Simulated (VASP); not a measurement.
Data:

```
CELL_PARAMETERS angstrom
      1.61580    -2.79865     0.00000
      1.61580     2.79865     0.00000
      0.00000     0.00000     4.99105
ATOMIC_POSITIONS crystal
  Sc 0.33333 0.66667 0.25000
  Sc 0.66667 0.33333 0.75000
```

Calculation: LDA (Ceperley-Alder, Perdew-Zunger) with spin-orbit coupling, VASP's LDA PAW potentials (set 64) (plane waves; VASP). Numerical set-up: 400 eV cut-off, 12×12×7 Γ-centred mesh, Gaussian smearing of 0.050 eV, potentials Sc_sv.

**Question.** Give the energies of bands 17 to 29 at the high-symmetry points, in eV from the Fermi level.

**Answer.** 
```
band      Γ      M      K      A      L      H
----  -----  -----  -----  -----  -----  -----
17    -5.23  -1.66  -0.74  -3.56  -1.61  -0.46
18    -5.23  -1.66  -0.74  -3.56  -1.61  -0.46
19    -1.76  -1.18  -0.72  -3.56  -1.61  -0.44
20    -1.76  -1.18  -0.72  -3.56  -1.61  -0.44
21     1.00  -0.80  -0.66   1.03   0.09  -0.20
22     1.00  -0.80  -0.66   1.03   0.09  -0.20
23     1.61  -0.26  -0.62   1.03   0.09  -0.20
24     1.61  -0.26  -0.62   1.03   0.09  -0.20
25     1.63   1.31   1.07   1.50   1.49   0.35
26     1.63   1.31   1.07   1.50   1.49   0.35
27     1.98   1.43   1.08   1.50   1.49   0.37
28     1.98   1.43   1.08   1.51   1.49   0.37
29     2.13   2.03   2.29   1.52   2.49   2.53
```

It has no gap at this level: it comes out as a metal or semimetal.

The compound is Sc in the hcp structure. It was relaxed first, which changed the volume by -10 %.
